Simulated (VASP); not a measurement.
Input:

```
Tl
1.0
    1.58149    -2.73922     0.00000
    1.58149     2.73922     0.00000
    0.00000     0.00000     5.05136
Tl
2
Direct
  0.33333   0.66667   0.25000
  0.66667   0.33333   0.75000
```

Method: PBEsol GGA, VASP's PBE PAW potentials (set 64) (plane waves; VASP). Numerical set-up: 500 eV cut-off, 13×13×7 Γ-centred mesh, first-order Methfessel-Paxton smearing of 0.10 eV, potentials Tl_d.

Energy and stress use the plane-wave basis of the starting cell.

### Question
The ions, cell shape and volume at an external pressure of 30.0 GPa are relaxed. What does this cell relax into?

### Answer

```
Tl
1.0
    1.54398    -2.67425     0.00000
    1.54398     2.67425     0.00000
    0.00000     0.00000     4.95838
Tl
2
Direct
  0.33333   0.66667   0.25000
  0.66667   0.33333   0.75000
```
Space group P6_3/mmc (194), at a tolerance of 0.03 Å.

### Question
How do energy and volume change from the first to the last step?

### Answer
The energy (σ→0) changes by +217.3 meV/atom and the volume by -6.4 %, in 11 ionic steps.

| step | E(σ→0) (eV) | max force (eV/Å) | pressure (GPa) | volume (Å³) |
|---|---|---|---|---|
| 1 | -4.6260 | 0.000 | 19.99 | 43.77 |
| 2 | -2.7325 | 0.000 | 62.36 | 35.67 |
| 3 | -4.2139 | 0.000 | 29.49 | 41.07 |
| 4 | -4.1953 | 0.000 | 29.92 | 40.97 |
| 5 | -4.1851 | 0.000 | 30.14 | 40.91 |
| 6 | -4.1839 | 0.000 | 30.17 | 40.91 |
| 7 | -4.1836 | 0.000 | 30.17 | 40.90 |
| 8 | -4.1830 | 0.000 | 30.18 | 40.90 |
| 9 | -4.1834 | 0.000 | 30.18 | 40.90 |
| 10 | -4.2069 | 0.000 | 29.62 | 41.03 |
| 11 | -4.1914 | 0.000 | 30.01 | 40.95 |

The compound is Tl in the hcp structure. This run relaxes it under an external pressure of 30 GPa. Symmetry was kept, so distortions that lower it aren't found.
